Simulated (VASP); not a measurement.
Data:

```xyz
4
Lattice="1.2093 -2.0947 0.0000 1.2093 2.0947 0.0000 0.0000 0.0000 5.4250" Properties=species:S:1:pos:R:3 pbc="T T T"
C      0.0000     0.0000     1.3562
C      0.0000     0.0000     4.0687
C      1.2093     0.6982     1.3562
C      1.2093    -0.6982     4.0687
```

These are PBE GGA, VASP's PBE PAW potentials (set 64) (plane waves; VASP 6.6.1) values and carry that method's errors. Settings: 620 eV cut-off, 10×10×4 Γ-centred mesh, Gaussian smearing of 0.050 eV, potentials C.

Energy and stress use the plane-wave basis of the starting cell. Without a dispersion term in the relaxation, distances and binding between the weakly bound layers, chains or molecules are unreliable, and so is what depends on them.

Q: The ions, cell shape and volume at an external pressure of 45.0 GPa are relaxed. Give the cell that the relaxation ends in.

A: 
```xyz
4
Lattice="1.2010 -2.0802 0.0000 1.2010 2.0802 0.0000 0.0000 0.0000 5.1484" Properties=species:S:1:pos:R:3 pbc="T T T"
C      0.0000     0.0000     1.2871
C      0.0000     0.0000     3.8613
C      1.2010     0.6934     1.2871
C      1.2010    -0.6934     3.8613
```
Space group P6_3/mmc (194), at a tolerance of 0.03 Å.

Q: How do energy and volume change from the first to the last step?

A: The energy (σ→0) changes by +101.3 meV/atom and the volume by -6.4 %, in 5 ionic steps.

The compound is C in the graphite structure. This run relaxes it under an external pressure of 45 GPa. Symmetry was kept, so distortions that lower it aren't found.
